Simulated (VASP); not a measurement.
The system is InP.

```xyz
2
Lattice="0.0000 2.9793 2.9793 2.9793 0.0000 2.9793 2.9793 2.9793 0.0000" Properties=species:S:1:pos:R:3 pbc="T T T"
In    0.0000    0.0000    0.0000
P     1.4897    1.4897    1.4897
```

The cell was built by a generator and needn't be a form met in nature.

Base run:

* Program: VASP 6.6.1
* Functional: r2SCAN
* Potentials or basis: VASP PAW PBE potentials, release 64 (In_d, P)
* Cutoff: 520 eV
* k mesh: 10 × 10 × 10
* Occupations: gaussian, width 0.02 eV
* Spin: no spin polarisation

Its results: band gap on the k mesh 0.88 eV, direct.

Question: The run is repeated on the same cell with these changes: functional from r2SCAN to PBE. What comes out?

Answer: Band gap on the k mesh 0.44 eV, direct.

r2SCAN gives the wider gap, since meta-GGAs in the generalised Kohn-Sham scheme recover part of the derivative discontinuity.

Caveats: spin-orbit coupling is left out, which moves the levels of the heavy elements.
